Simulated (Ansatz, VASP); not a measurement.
## Hf (Hafnium) in two plane-wave programs

Wanted: the spread between two codes on one cell, functional and k mesh. The cell is taken from a series of runs on this material, whose earlier steps may have relaxed, scaled, displaced or heated it; both programs get it as it stands.

Main program and level: Ansatz 0.2.0; plane waves, with VASP 6.6.1 beside it; zone-centre phonons at PBEsol.

## Step 1: The starting structure

The structure is hexagonal, space group P6_3/mmc (No. 194). The conventional cell has a = 3.157 Å, b = 3.157 Å, c = 5.013 Å, α = 90.00°, β = 90.00°, γ = 120.00°. Nearest to Hf lie 12 Hf at 3.10 to 3.16 Å.

Coordinates:

```xyz
2
Lattice="3.1570 0.0000 0.0000 -1.5785 2.7341 0.0000 0.0000 0.0000 5.0134" Properties=species:S:1:pos:R:3 pbc="T T T"
Hf    0.0000    1.8227    1.2534
Hf    1.5785    0.9114    3.7601
```

## Step 2: VASP: zone-centre phonons, PBEsol

Second derivatives magnify differences that forces hide, and they need a tight electronic threshold.

Lines of VASP's logs that name or quote its potential files are left out, and so is its time.

File INCAR:

```
SYSTEM = Hf
PREC = Accurate
ENCUT = 500
EDIFF = 1E-08
NELM = 120
ISMEAR = -1
SIGMA = 0.15
LREAL = .FALSE.
ALGO = Normal
GGA = PS
NBANDS = 16
LASPH = .TRUE.
LORBIT = 11
LWAVE = .FALSE.
LCHARG = .FALSE.
ISIF = 2
IBRION = 8
GGA_COMPAT = .FALSE.
KPAR = 2
```

File POSCAR:

```
Hf
1.0
    3.1570180153      0.0000000000      0.0000000000
   -1.5785090077      2.7340578014      0.0000000000
    0.0000000000      0.0000000000      5.0134366143
Hf
2
Direct
    0.3333333333      0.6666666667      0.2500000000
    0.6666666667      0.3333333333      0.7500000000
```

File KPOINTS:

```
Automatic mesh
0
Gamma
15 15 8
0 0 0
```

Potentials, in the order of the species: Hf_pv (PBE family, release 64).

Started as:

```sh
$ mpirun -np 2 vasp_std
```

Numbers of over 12 decimals in the logs are rounded to 6 here.

What it wrote:

```text
[banner, memory and clock lines left out]
running    2 mpi-ranks, on    1 nodes
 distrk:  each k-point on    1 cores,    2 groups
 distr:  one band on    1 cores,    1 groups

 POSCAR found type information on POSCAR Hf
 POSCAR found :  1 types and       2 ions
|                                                                             |
|               ----> ADVICE to this user running VASP <----                  |
|                                                                             |
|     You enforced a specific xc type in the INCAR file but a different       |
|     [... a line on the potential file left out ...]
|     I HOPE YOU KNOW WHAT YOU ARE DOING!                                     |
|                                                                             |

 LDA part: xc-table for (Slater+PW92), standard interpolation
 POSCAR, INCAR and KPOINTS ok, starting setup
 FFT: planning ... GRIDC
 FFT: planning ... GRID_SOFT
 FFT: planning ... GRID
 WAVECAR not read
 entering main loop
       N       E                     dE             d eps       ncg     rms          rms(c)
DAV:   1     0.467796787959E+02    0.46780E+02   -0.11302E+04  4328   0.116E+03
DAV:   2    -0.202459725538E+02   -0.67026E+02   -0.65487E+02  5760   0.252E+02
DAV:   3    -0.218053081440E+02   -0.15593E+01   -0.15505E+01  5672   0.265E+01
DAV:   4    -0.218169523203E+02   -0.11644E-01   -0.11642E-01  5368   0.281E+00
DAV:   5    -0.218170980688E+02   -0.14575E-03   -0.14574E-03  5744   0.259E-01    0.668E+01
DAV:   6    -0.212703592528E+02    0.54674E+00   -0.49354E-01  5160   0.468E+00    0.395E+01
DAV:   7    -0.210785102920E+02    0.19185E+00   -0.81136E-01  5296   0.577E+00    0.185E+00
DAV:   8    -0.210684248689E+02    0.10085E-01   -0.51323E-02  4968   0.156E+00    0.357E-01
DAV:   9    -0.210685250001E+02   -0.10013E-03   -0.10942E-03  5960   0.243E-01    0.191E-01
DAV:  10    -0.210685162424E+02    0.87577E-05   -0.46486E-05  5080   0.492E-02    0.206E-01
DAV:  11    -0.210685172664E+02   -0.10240E-05   -0.48120E-06  5816   0.158E-02    0.120E-02
DAV:  12    -0.210685173643E+02   -0.97910E-07   -0.44804E-07  5112   0.461E-03    0.566E-03
DAV:  13    -0.210685172949E+02    0.69394E-07   -0.21305E-08  4336   0.112E-03    0.155E-03
DAV:  14    -0.210685172741E+02    0.20825E-07   -0.17301E-09  3048   0.358E-04    0.227E-04
DAV:  15    -0.210685172719E+02    0.21760E-08   -0.27996E-10  2872   0.133E-04
   1 F= -.21068517E+02 E0= -.21000489E+02  d E =-.136057E+00
 Linear response reoptimize wavefunctions to high precision
DAV:   1    -0.210685172712E+02    0.73715E-09   -0.53990E-11  2840   0.627E-05
DAV:   2    -0.210685172711E+02    0.33651E-10   -0.12644E-11  2696   0.277E-05
 Linear response DOF=           2
 Linear response progress:
  Degree of freedom:   1/  2
       N       E                     dE             d eps       ncg     rms          rms(c)
RMM:   1    -0.201326630496E+00   -0.20133E+00    0.45783E+00 18610   0.120E+01
RMM:   2    -0.206849586386E+00   -0.55230E-02   -0.38325E-02 27725   0.122E+00    0.567E-01
RMM:   3    -0.206012486288E+00    0.83710E-03   -0.44675E-03 34752   0.266E-01    0.122E-01
RMM:   4    -0.205637287969E+00    0.37520E-03   -0.49714E-04 41183   0.915E-02    0.185E-01
RMM:   5    -0.205198146293E+00    0.43914E-03   -0.44567E-05 37688   0.413E-02    0.164E-02
RMM:   6    -0.205106606711E+00    0.91540E-04   -0.45569E-05 42587   0.149E-02    0.311E-02
RMM:   7    -0.205109123940E+00   -0.25172E-05   -0.39229E-05 38349   0.638E-03    0.376E-02
RMM:   8    -0.205100721032E+00    0.84029E-05   -0.68880E-06 39187   0.259E-03    0.107E-02
RMM:   9    -0.205099754585E+00    0.96645E-06   -0.10095E-05 41964   0.912E-04    0.335E-03
RMM:  10    -0.205100104449E+00   -0.34986E-06   -0.53285E-06 41772   0.287E-04    0.215E-04
RMM:  11    -0.205100366504E+00   -0.26206E-06   -0.30988E-06 41442   0.162E-04    0.668E-04
RMM:  12    -0.205100381192E+00   -0.14688E-07   -0.16220E-06 40492   0.768E-05    0.709E-05
RMM:  13    -0.205100423679E+00   -0.42486E-07   -0.84434E-07 40947   0.479E-05    0.702E-05
RMM:  14    -0.205100435576E+00   -0.11897E-07   -0.43635E-07 38179   0.350E-05    0.374E-06
RMM:  15    -0.205100443042E+00   -0.74661E-08   -0.23958E-07 33730   0.296E-05    0.904E-06
RMM:  16    -0.205100447020E+00   -0.39776E-08   -0.13829E-07 29386   0.269E-05    0.966E-06
RMM:  17    -0.205100448993E+00   -0.19736E-08   -0.80356E-08 25919   0.253E-05    0.177E-06
 first order change of Fermi-energy  -0.42786E-05
 force on displaced ion       1 direction 1 :  -1.656  -0.000   0.000
 Linear response progress:
  Degree of freedom:   2/  2
       N       E                     dE             d eps       ncg     rms          rms(c)
RMM:   1    -0.242528669222E+00   -0.24253E+00    0.49143E+00  6446   0.124E+01
RMM:   2    -0.252908146632E+00   -0.10379E-01   -0.44030E-02  9551   0.127E+00    0.721E-01
RMM:   3    -0.252245798659E+00    0.66235E-03   -0.47214E-03 11160   0.287E-01    0.207E-01
RMM:   4    -0.251933745243E+00    0.31205E-03   -0.59180E-04 13363   0.101E-01    0.201E-01
RMM:   5    -0.251621557974E+00    0.31219E-03   -0.40904E-05 12930   0.443E-02    0.475E-02
RMM:   6    -0.251514622307E+00    0.10694E-03   -0.13545E-05 11565   0.198E-02    0.418E-02
RMM:   7    -0.251531680132E+00   -0.17058E-04    0.24170E-06 12648   0.619E-03    0.176E-02
RMM:   8    -0.251537298062E+00   -0.56179E-05    0.31196E-06 13236   0.308E-03    0.342E-03
RMM:   9    -0.251525900013E+00    0.11398E-04    0.21625E-06 13270   0.164E-03    0.172E-03
RMM:  10    -0.251525264964E+00    0.63505E-06    0.21219E-06 13391   0.463E-04    0.497E-04
RMM:  11    -0.251525212238E+00    0.52726E-07    0.10482E-06 13446   0.203E-04    0.917E-05
RMM:  12    -0.251525192157E+00    0.20082E-07   -0.54019E-09 14064   0.782E-05    0.438E-05
RMM:  13    -0.251525178242E+00    0.13914E-07   -0.61594E-08 13231   0.451E-05    0.179E-05
RMM:  14    -0.251525179949E+00   -0.17070E-08   -0.70710E-08 13547   0.324E-05    0.740E-06
 first order change of Fermi-energy  -0.13710E-03
 force on displaced ion       1 direction 3 :   0.000  -0.000  -4.014
 Linear response finished
```

OUTCAR, selected parts (step 2):

```text
ion  position               nearest neighbor table
   1  0.333  0.667  0.250-   2 3.10   2 3.10   2 3.10   2 3.10   2 3.10   2 3.10
   2  0.667  0.333  0.750-   1 3.10   1 3.10   1 3.10   1 3.10   1 3.10   1 3.10

  LATTYP: Found a hexagonal cell.
 ALAT       =     3.1570180153
 C/A-ratio  =     1.5880291433

 Subroutine GETGRP returns: Found 24 space group operations
 (whereof 12 operations were pure point group operations)

The static configuration has the point symmetry D_3d.
 The point group associated with its full space group is D_6h.

 Found    135 irreducible k-points:

   k-points           NKPTS =    135   k-points in BZ     NKDIM =    135   number of bands    NBANDS=     16

   dimension x,y,z NGX =    24 NGY =   24 NGZ =   40
   dimension x,y,z NGXF=    48 NGYF=   48 NGZF=   80

   ENCUT  =  500.0 eV  36.75 Ry    6.06 a.u.   5.76  5.76  9.14*2*pi/ulx,y,z

   NELECT =      20.0000    total number of electrons

 k-points in reciprocal lattice and weights: Automatic mesh
   0.00000000  0.00000000  0.00000000       0.001
   0.06666667  0.00000000  0.00000000       0.003
   0.13333333 -0.00000000  0.00000000       0.003
   0.20000000 -0.00000000  0.00000000       0.003
   0.26666667 -0.00000000  0.00000000       0.003
   0.33333333 -0.00000000  0.00000000       0.003
   0.40000000 -0.00000000  0.00000000       0.003
   0.46666667 -0.00000000  0.00000000       0.003
   0.06666667  0.06666667  0.00000000       0.003
[...]
0.33333333  0.26666667  0.50000000       0.007
   0.33333333  0.33333333  0.50000000       0.001

 average (electrostatic) potential at core
       1 -36.8261       2 -36.8261

  Total       -0.0946788     -0.0946788     -0.1204948      0.0000000      0.0000000     -0.0000000
  in kB       -3.5054428     -3.5054428     -4.4612729      0.0000000      0.0000000     -0.0000000
  external PRESSURE =      -3.8240528 kB  Pullay stress =       0.0000000 kB

  energy-cutoff  :      500.00
  volume of cell :       43.27
      direct lattice vectors                 reciprocal lattice vectors
     3.157018015  0.000000000  0.000000000     0.316754607  0.182878357  0.000000000
    -1.578509008  2.734057801  0.000000000     0.000000000  0.365756715  0.000000000
     0.000000000  0.000000000  5.013436614     0.000000000  0.000000000  0.199463976

 POSITION                                       TOTAL-FORCE (eV/Angst)
 -----------------------------------------------------------------------------------
     -0.00000      1.82271      1.25336        -0.000000      0.000000      0.000000
      1.57851      0.91135      3.76008         0.000000     -0.000000      0.000000
 -----------------------------------------------------------------------------------
    total drift:                                0.000000     -0.000000      0.000000

 Eigenvectors and eigenvalues of the dynamical matrix
 ----------------------------------------------------

   1 f  =    3.315562 THz    20.832292 2PiTHz  110.595252 cm-1    13.712057 meV
             X         Y         Z           dx          dy          dz
     -0.000000  1.822705  1.253359     0.000000    0.000000    0.707107
      1.578509  0.911353  3.760077    -0.000000   -0.000000   -0.707107

   2 f  =    2.129488 THz    13.379967 2PiTHz   71.032069 cm-1     8.806850 meV
             X         Y         Z           dx          dy          dz
     -0.000000  1.822705  1.253359     0.659452   -0.255192    0.000000
      1.578509  0.911353  3.760077    -0.659452    0.255192   -0.000000

   3 f  =    2.129488 THz    13.379967 2PiTHz   71.032069 cm-1     8.806850 meV
             X         Y         Z           dx          dy          dz
     -0.000000  1.822705  1.253359     0.255192    0.659452   -0.000000
      1.578509  0.911353  3.760077    -0.255192   -0.659452    0.000000

   4 f  =    0.000000 THz     0.000000 2PiTHz    0.000001 cm-1     0.000000 meV
             X         Y         Z           dx          dy          dz
     -0.000000  1.822705  1.253359    -0.011311    0.478830   -0.520186
      1.578509  0.911353  3.760077    -0.011311    0.478830   -0.520186

   5 f/i=    0.000000 THz     0.000000 2PiTHz    0.000000 cm-1     0.000000 meV
             X         Y         Z           dx          dy          dz
     -0.000000  1.822705  1.253359     0.039562   -0.519009   -0.478607
      1.578509  0.911353  3.760077     0.039562   -0.519009   -0.478607

   6 f/i=    0.000000 THz     0.000000 2PiTHz    0.000001 cm-1     0.000000 meV
             X         Y         Z           dx          dy          dz
     -0.000000  1.822705  1.253359    -0.705909   -0.036760   -0.018488
      1.578509  0.911353  3.760077    -0.705909   -0.036760   -0.018488

 ELASTIC MODULI CONTR FROM IONIC RELAXATION (kBar)
 Direction    XX          YY          ZZ          XY          YZ          ZX
 --------------------------------------------------------------------------------
 XX        -217.6369    217.6369      0.0000      0.0000      0.0000      0.0000
 YY         217.6369   -217.6369     -0.0000      0.0000     -0.0000     -0.0000
 ZZ           0.0000     -0.0000     -0.0000     -0.0000      0.0000      0.0000
 XY           0.0000      0.0000     -0.0000   -217.6369      0.0000      0.0000
 YZ           0.0000     -0.0000      0.0000      0.0000     -0.0000     -0.0000
 ZX           0.0000     -0.0000      0.0000      0.0000     -0.0000     -0.0000
 --------------------------------------------------------------------------------
```

## Step 3: Ansatz: zone-centre phonons, PBEsol

Ansatz runs on its default PAW (the set named soft_2) files.

The same cell, functional, mesh and smearing now go to Ansatz, which takes its cutoff from its data sets.

File input.yaml:

```yaml
crystal:
  lattice:
    - [3.1570180153, 0.0, 0.0]
    - [-1.5785090077, 2.7340578014, 0.0]
    - [0.0, 0.0, 5.0134366143]
  atoms:
    - { symbol: Hf, position: [0.3333333333, 0.6666666667, 0.25] }
    - { symbol: Hf, position: [0.6666666667, 0.3333333333, 0.75] }
kpoints:
  mp_grid: { grid: [15, 15, 8] }
hamiltonian:
  xc: pbesol
scf:
  occupations: { method: fermi_dirac, width: 0.15 }
output:
  eigenvalues: true
phonons:
  method: dfpt
```

Started as:

```sh
$ ansatz run input.yaml --threads 8 --pin off --max-ram 14336MiB --backend cpu --events-out ev --progress --plain --runs-dir out
```

What it wrote:

```text
band count auto-derived: 33 (N_el = 52.0; filled up to band 26; 32 by the electrons, moments and atoms)
zone centre: on kpoints.mp_grid the ground state, and the responses unless they are solved on pairs of k-points, stand on 320 of the mesh's 1800 k-points, reduced under 4 symmetry operations, with k and −k counted as one. Each operation leaves every solved displacement unchanged or reverses it
Engine: ansatz 0.2.0, aarch64-unknown-linux-gnu
Pseudopotentials: kind: paw
Pseudopotential: Hf, paw, valence charge 26, recommended cutoff 420 eV (normal), Hf.paw.azcp
Functional definition: PBEsol
  exchange = pbesol_x
  correlation = pbesol_c
Crystal: 2 atoms, lattice volume = 43.273 Å³
Basis set: ecut = 420 eV, 845 PW (Γ), exchange–correlation on 48×48×72 points (8 copies of the dense FFT grid, shifted against one another)
Bands: 33, of which v1, the nominal top of the filled ones, is band 26 counted from 1 (25 counted from 0)
Symmetry: 24 space group operations
k-points: 320 of 1800 (irreducible under 4 space group operations, time reversal used)
Non-local potential: Hf, projectors of the file, l = 0: 3, l = 1: 2, l = 2: 2, l = 3: 3
PAW form: soft (Blöchl's): semilocal exchange-correlation on the pseudo side does not see the compensation charge
PAW frozen core: Hf, regenerated for the run's functional, and the local potential with it (the file was generated under x = pbe(κ = 0.804, μ = 0.219515), c = pbe(β = 0.066725))
PAW one-centre angular grid: Hf, 590 points (default); XC on 64 Gauss nodes
Initial density: superposition of atomic densities (neutral atoms: chi_scale 0, normalization atom), corrected by the library's trained network
Initial wavefunctions: pseudopotential atomic-orbital guess
Functional: x = pbesol(κ = 0.804, μ = 0.123457), c = pbesol(β = 0.046)
SCF iter   1: F=—  HF=-31196.112713 eV  |F-HF|=—  |Δ(HF+E_count)|=         —  Δρ=2.76e-3  dr2=1.28e-3  ethr=1.77e-3  ⟨swp⟩=4.4  Hψ=34784  notcnv=0
preconditioner: auto → Kerker (q_TF=auto, 2.813 Å⁻¹)  [metal: Δε(μ)=0.030 eV  Ē_g=18.057 eV  σ=0.150 eV  W_gap=0.05  n_scr=22 (ndim 8)  ℏωp=39.1 eV  f_vac=0.000  D(μ)=1.74/eV (n_scr^D=22)]
SCF iter   2: F=—  HF=-31196.113259 eV  |F-HF|=—  |Δ(HF+E_count)|=   5.45e-4  Δρ=1.60e-3  dr2=3.81e-4  ethr=2.46e-6  ⟨swp⟩=2.0  Hψ=20525  notcnv=0
SCF iter   3: F=—  HF=-31196.113468 eV  |F-HF|=—  |Δ(HF+E_count)|=   2.09e-4  Δρ=7.24e-4  dr2=1.19e-4  ethr=7.32e-7  ⟨swp⟩=2.0  Hψ=15040  notcnv=0
SCF iter   4: F=—  HF=-31196.113482 eV  |F-HF|=—  |Δ(HF+E_count)|=   1.43e-5  Δρ=1.22e-4  dr2=4.75e-6  ethr=2.28e-7  ⟨swp⟩=2.0  Hψ=18115  notcnv=0
SCF iter   5: F=—  HF=-31196.113487 eV  |F-HF|=—  |Δ(HF+E_count)|=   4.40e-6  Δρ=3.51e-5  dr2=3.04e-7  ethr=9.13e-9  ⟨swp⟩=2.0  Hψ=18968  notcnv=0
SCF iter   6: F=—  HF=-31196.113487 eV  |F-HF|=—  |Δ(HF+E_count)|=   8.77e-9  Δρ=1.33e-5  dr2=4.64e-8  ethr=5.84e-10  ⟨swp⟩=1.2  Hψ=11788  notcnv=0
SCF iter   7: F=—  HF=-31196.113487 eV  |F-HF|=—  |Δ(HF+E_count)|=   1.08e-8  Δρ=1.85e-6  dr2=7.67e-10  ethr=8.93e-11  ⟨swp⟩=2.0  Hψ=18792  notcnv=0
SCF iter   8: F=—  HF=-31196.113487 eV  |F-HF|=—  |Δ(HF+E_count)|=  1.13e-10  Δρ=1.20e-6  dr2=2.82e-10  ethr=1.47e-12  ⟨swp⟩=2.0  Hψ=18960  notcnv=0
SCF iter   9: F=—  HF=-31196.113487 eV  |F-HF|=—  |Δ(HF+E_count)|=  2.18e-11  Δρ=2.14e-7  dr2=1.17e-11  ethr=1.00e-12  ⟨swp⟩=1.0  Hψ=10560  notcnv=0
SCF iter  10: F=-31196.113487 eV  HF=-31196.113487 eV  |F-HF|=3.64e-12  |Δ(HF+E_count)|=  1.09e-11  Δρ=1.67e-8  dr2=1.57e-13  ethr=1.00e-12  ⟨swp⟩=5.5  Hψ=47590  notcnv=0
SCF 1 converged in 10 iterations: F = -31196.113487 eV  dr2 = 1.57e-13
  greatest PAW one-centre occupation: 0.998 electrons in one spin orbital (limit 2), on the Hf atom at site 1 (counted from 0), in its partial waves of l = 0
DFPT response loops at Γ: preconditioner auto → Kerker (q_TF=auto, 2.813 Å⁻¹) (partly filled bands, converged f_vac=0.000); β = 1.00, the filter's whole step (`scf.mixing.beta` (0.50) is not read by the response loops under this deck's `scf.mixing.preconditioner`; to damp them name `kerker` or `kerker_dos`, under which they read `scf.mixing.beta`, and type it under 1.00, their step now; both keys bind the ground state too); Broyden in place of MSR1
SCF converged after 10 iterations
Free energy (F): -31196.113487 eV
Harris-Foulkes:  -31196.113487 eV  (|F-HF|=3.64e-12)
Internal energy: -31195.977282 eV  (E = F + TS)
E sigma→0 (E₀):  -31196.045384 eV
Entropy (-TS):   -0.136205 eV (-68.103 meV/atom)
Fermi energy:    20.437234 eV
--- Per-component energies (eV) ---
  E_band       = 107.485403
  E_kinetic    = 851.403346
  E_local      = -9976.044292  (includes V_loc(G=0)·N_el)
  E_nonlocal   = -2477.158719
  E_hartree    = 4702.919807
  E_xc         = -596.305993
  E_vxc        = -532.961431  (∫ρ·V_xc dr)
  E_paw        = -13615.271625  (= ΣΔE_a)
  E_vpaw       = 2836.406893  (= ΣTr[D̂ρ^β])
  E_aug_tail   = -0.000003  (compensation charges beyond the density's cutoff)
  E_ewald      = -10088.021985
  E_core_change = 2.502183  (= ΣΔE_core)
  E_smearing   = -0.136205  (= −TS)
  E_closure    = 0.000000  (closes the sum)
  Σ components = -31196.113487   (vs F -31196.113487, Δ=0.00e0)
--- Band table (eV; the first three rows and the last of 320) ---
  k-point 0: bands = [... 22 lower, 12.9868, 16.6459, 21.2411, 21.6512, 21.6512, 21.9061, 22.4990, 22.4990, ... 3 higher]
  k-point 1: bands = [... 22 lower, 13.1359, 16.5788, 21.0214, 21.5686, 21.5686, 21.7776, 22.3771, 22.3771, ... 3 higher]
  k-point 2: bands = [... 22 lower, 13.5662, 16.3171, 20.6195, 21.4349, 21.4494, 21.4494, 22.0910, 22.0910, ... 3 higher]
  k-point 319: bands = [... 22 lower, 17.5220, 17.5220, 19.6900, 19.6900, 20.4648, 20.4648, 22.7397, 22.7397, ... 3 higher]
--- Phonons (Γ-DFPT): 2 representative perturbations + reference, on 320 of 1800 k-points (Σ response iterations 6) ---
  k mesh reduced under 4 symmetry operations, with k and −k counted as one. Each operation leaves every solved displacement unchanged or reverses it
  ASR residual: 7.932e-4 → 0.000e0 eV/Å²; symmetrization residual: 1.329e-9 eV/Å²
  ASR residual per site (eV/Å²): 7.93e-4 7.93e-4
  Γ frequencies (cm⁻¹): 0.00 0.00 0.00 70.65 70.65 112.57
  non-analytic LO–TO correction: not included (Born effective charges unavailable; polar crystals: no LO–TO splitting at Γ)
```

## Step 4: Comparison

Known differences besides the potentials themselves: the data sets hold 52 valence electrons in Ansatz (on its default PAW (the set named soft_2) files) and 20 in VASP; the cutoff is 420 eV in Ansatz and 500 eV in VASP; Ansatz makes its cores anew for this functional, VASP keeps those of its PBE data sets. Total energies have different zeros and are not compared.

Both answers:

```
                  quantity  Ansatz   VASP  difference
optical mode 1 to 2 (cm⁻¹)    70.7   71.0     -0.54 %
     optical mode 3 (cm⁻¹)   112.6  110.6     +1.79 %
```

Modes are paired by rising frequency, not by their patterns, so a pair may set unlike modes beside each other; they are those without the splitting of longitudinal modes.

## Step 5: What came out

```json
{
  "r.m.s. difference of the optical zone-centre modes, each program's sorted by frequency (zone-centre phonons, PBEsol)": "1.2 cm⁻¹",
  "difference in optical mode 3 (zone-centre phonons, PBEsol)": "+1.8 %"
}
```

What this shows: The r.m.s. difference of the optical zone-centre modes, each program's sorted by frequency is 1.2 cm⁻¹ (zone-centre phonons, PBEsol). The data sets hold unlike numbers of valence electrons (52 in Ansatz and 20 in VASP), so part of the differences comes from the potentials. Among the rows given in per cent, the largest difference of the zone-centre phonons, PBEsol pair is in optical mode 3, +1.8 %. How closely two codes agree says nothing of how well the functional describes the real material.

[Lines on the potential files, build, host, timing and source positions are cut from VASP's logs without a mark.]

[Logs are printed without paths, hosts, clocks, repeated set-up lines and the standing remarks that a program may print on its own settings, such as how far it seeks lower states.]

[Hosts, paths, dates, database ids (printed as entryN), source tags and the programs' standing remarks are cut or masked in the printed files.]
